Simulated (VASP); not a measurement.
Data:

```yaml
crystal:
  lattice:
    - [0.00000, 2.16342, 2.16342]
    - [2.16342, 0.00000, 2.16342]
    - [2.16342, 2.16342, 0.00000]
  atoms:
    - { symbol: Ti, position: [0.50000, 0.50000, 0.50000] }
    - { symbol: C, position: [0.00000, 0.00000, 0.00000] }
```

The numbers are results of SCAN meta-GGA, VASP's PBE PAW potentials (set 64) (plane waves; VASP), not measurements. Run with 520 eV cut-off, 16×16×16 Γ-centred mesh, tetrahedra with Blöchl corrections, potentials Ti_sv C.

Give the energies of bands 6 to 11 at the high-symmetry points, in eV from the Fermi level.

```
band     Γ      X      U      L      W
----  ----  -----  -----  -----  -----
6     0.85  -3.74  -3.69  -6.16  -3.37
7     0.85  -1.57  -3.62  -3.14  -3.37
8     0.85  -0.17  -1.94  -3.14  -2.95
9     1.65  -0.17   1.59   3.16   3.00
10    1.65   2.76   3.40   3.16   3.00
11    1.65   3.80   4.10   4.39   3.80
```

It has no gap at this level: it comes out as a metal or semimetal.

The structure comes from a measured TiC entry (Fm-3m) of the Crystallography Open Database, whose conditions weren't checked. It was relaxed first.
